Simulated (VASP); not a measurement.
Runs of VASP 6.6.1 on KBr. It takes space group Fm-3m (No. 225, cubic). The conventional cell has a = 6.702 Å, b = 6.702 Å, c = 6.702 Å, α = 90.00°, β = 90.00°, γ = 90.00°. Around K (site symmetry m-3m) lie 6 Br at 3.35 Å. Br (site symmetry m-3m) has 6 K at 3.35 Å as nearest neighbours. The cell was built by a generator and needn't be a form met in nature.

```csv
task,spin,cell,cutoff (eV),gap on the mesh (eV),pressure (GPa),moment (μB),relaxed volume (Å³/atom)
single point,off,"Fm-3m, 37.63 Å³/atom",520,4.31,0.0,-,-
relaxation of cell and atoms,off,relaxed,600,4.30,0.0,-,37.81
relaxation of cell and atoms,"non-collinear, zero start, SOC",relaxed,600,-,0.0,0.00,(b)
single point,"non-collinear, zero start, SOC","Fm-3m, 37.64 Å³/atom",520,-,(a),0.00,-
```

Alike in all rows: level PBE; potentials or basis VASP PAW PBE potentials, release 64 (K_sv, Br); k mesh 5 × 5 × 5; smearing fermi-dirac 0.0127 eV.

Question: Estimate the missing entries.

Answer: (a) 0.1; (b) 37.83.

A k mesh can miss the band edges, and rows without SOC leave out spin-orbit coupling on Br.
